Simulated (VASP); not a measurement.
Output of a VASP run:

**OSZICAR**
```
       N       E                     dE             d eps       ncg     rms          rms(c)
DAV:   1     0.196010768442E+03    0.19601E+03   -0.18848E+04  6520   0.175E+03
DAV:   2    -0.119618666641E+03   -0.31563E+03   -0.30548E+03  7660   0.474E+02
DAV:   3    -0.134231893222E+03   -0.14613E+02   -0.14422E+02  8000   0.944E+01
DAV:   4    -0.134522357715E+03   -0.29046E+00   -0.28821E+00  8204   0.126E+01
DAV:   5    -0.134529871038E+03   -0.75133E-02   -0.75020E-02  8144   0.149E+00    0.341E+01
DAV:   6    -0.121290505362E+03    0.13239E+02   -0.25351E+01  8292   0.384E+01    0.148E+01
DAV:   7    -0.119914681554E+03    0.13758E+01   -0.24661E+00  7820   0.113E+01    0.647E+00
DAV:   8    -0.120482677575E+03   -0.56800E+00   -0.12641E+00  7336   0.941E+00    0.227E+00
DAV:   9    -0.120587114717E+03   -0.10444E+00   -0.42731E-01  7432   0.625E+00    0.358E-01
DAV:  10    -0.120637056933E+03   -0.49942E-01   -0.30329E-02  7772   0.172E+00    0.346E-01
DAV:  11    -0.120626201098E+03    0.10856E-01   -0.42470E-03  7580   0.645E-01    0.252E-01
DAV:  12    -0.120639192881E+03   -0.12992E-01   -0.12491E-02  7416   0.110E+00    0.188E-01
DAV:  13    -0.120640402075E+03   -0.12092E-02   -0.91964E-04  7696   0.349E-01    0.112E-01
DAV:  14    -0.120640723025E+03   -0.32095E-03   -0.15831E-04  8064   0.871E-02    0.791E-02
DAV:  15    -0.120640967266E+03   -0.24424E-03   -0.67019E-05  7740   0.601E-02    0.564E-02
DAV:  16    -0.120641096981E+03   -0.12971E-03   -0.29685E-04  7508   0.131E-01    0.124E-02
DAV:  17    -0.120641117979E+03   -0.20997E-04   -0.21198E-05  7684   0.420E-02    0.150E-02
DAV:  18    -0.120641117681E+03    0.29725E-06   -0.15991E-06  7876   0.978E-03    0.976E-03
DAV:  19    -0.120641117843E+03   -0.16189E-06   -0.30978E-06  8084   0.113E-02    0.304E-03
DAV:  20    -0.120641117881E+03   -0.38278E-07   -0.41915E-07  7060   0.493E-03
   1 F= -.12064112E+03 E0= -.12064112E+03  d E =0.000000E+00
       N       E                     dE             ncg
```

OUTCAR:
```
------------------------ aborting loop because EDIFF is reached ----------------------------------------
  FORCE on cell =-STRESS in cart. coord.  units (eV):
  Direction    XX          YY          ZZ          XY          YZ          ZX
  --------------------------------------------------------------------------------------
  Total       -0.0396198     -0.0396198      0.0165111      0.0000000      0.0000000      0.0000000
  in kB       -1.4661155     -1.4661155      0.6109872      0.0000000      0.0000000      0.0000000
  external PRESSURE =      -0.7737479 kB  Pullay stress =       0.0000000 kB
  volume of cell :       43.30
      direct lattice vectors                 reciprocal lattice vectors
    -1.453101495  1.453101495  5.126290280     0.000000000  0.344091587  0.097536420
     1.453101495 -1.453101495  5.126290280     0.344091587  0.000000000  0.097536420
     1.453101495  1.453101495 -5.126290280     0.344091587  0.344091587  0.000000000
 POSITION                                       TOTAL-FORCE (eV/Angst)
 -----------------------------------------------------------------------------------
      0.00000      0.00000      7.67680         0.000000     -0.000000     -0.005718
      1.45310      0.00000      5.11365        -0.000000      0.000000     -0.005718
      0.00000      0.00000      1.71457        -0.000000      0.000000      0.005718
     -0.00000      1.45310      4.27771         0.000000     -0.000000      0.005718
 -----------------------------------------------------------------------------------
    total drift:                                0.000002      0.000002      0.000431
  FREE ENERGIE OF THE ION-ELECTRON SYSTEM (eV)
  ---------------------------------------------------
  free  energy   TOTEN  =      -120.6411178815 eV

  energy  without entropy=     -120.6411178815  energy(sigma->0) =     -120.64111788

 total charge

# of ion       s       p       d       tot
------------------------------------------
    1        0.310   6.263   2.421   8.994
    2        0.310   6.263   2.421   8.994
    3        1.241   2.524   0.000   3.766
    4        1.241   2.524   0.000   3.766
--------------------------------------------------
tot          3.103  17.575   4.842  25.520

 Electric field gradients after diagonalization (V/A^2)
 (convention: |V_zz| > |V_xx| > |V_yy|)
----------------------------------------------------------------------
 ion       V_xx      V_yy      V_zz     asymmetry (V_yy - V_xx)/ V_zz
----------------------------------------------------------------------
   1      48.264    34.996   -83.260       0.159
   2      48.264    34.996   -83.260       0.159
   3      11.215     1.401   -12.616       0.778
   4      11.215     1.401   -12.616       0.778
```
(Selected blocks of OUTCAR.)

POSCAR:
```
TaN
1
   -1.4531014952     1.4531014952     5.1262902797
    1.4531014952    -1.4531014952     5.1262902797
    1.4531014952     1.4531014952    -5.1262902797
Ta N
2 2
Direct
  0.7487673750   0.7487673750   0.0000000000
  0.4987673750   0.9987673750   0.5000000000
  0.1672326250   0.1672326250   0.0000000000
  0.9172326250   0.4172326250   0.5000000000
```

Write an INCAR and KPOINTS that could have produced this output.

This is not unique; one that fits is the input of the run itself, r2SCAN meta-GGA, plane waves, VASP's PBE PAW potentials (set 64).

File KPOINTS:
```
Automatic mesh
0
Gamma
12 12 12
0 0 0
```

File KPOINTS_OPT:
```
k-points along high-symmetry lines
6
Line-mode
Reciprocal
  0.000000   0.000000   0.000000 ! GAMMA
  0.000000   0.000000   0.500000 ! X

  0.000000   0.000000   0.500000 ! X
  0.250000   0.250000   0.250000 ! P

  0.250000   0.250000   0.250000 ! P
  0.000000   0.500000   0.000000 ! N

  0.000000   0.500000   0.000000 ! N
  0.000000   0.000000   0.000000 ! GAMMA

  0.000000   0.000000   0.000000 ! GAMMA
  0.500000   0.500000  -0.500000 ! M

  0.500000   0.500000  -0.500000 ! M
  0.271812   0.728188  -0.271812 ! S

 -0.271812   0.271812   0.271812 ! S_0
  0.000000   0.000000   0.000000 ! GAMMA

  0.000000   0.000000   0.500000 ! X
 -0.043624   0.043624   0.500000 ! R

  0.500000   0.500000  -0.043624 ! G
  0.500000   0.500000  -0.500000 ! M
```

INCAR:
```
SYSTEM = TaN
PREC = Accurate; ENCUT = 520; LREAL = .FALSE.
LASPH = .TRUE.
EDIFF = 1E-7; NELM = 100; ALGO = Normal
LMAXMIX = 6; LMIXTAU = .TRUE.
ISMEAR = -5
METAGGA = R2SCAN
ISIF = 2
LWAVE = .FALSE.; LCHARG = .FALSE.; LORBIT = 11
NEDOS = 601
LEFG = .TRUE.
```

POTCAR, in this order: Ta_pv N (PBE.64 set). Program: vasp_std.

The structure was generated: TaN was put into the NbAs type (I4_1md), which need not be its known phase. It was relaxed first, which changed the volume by +23 %.
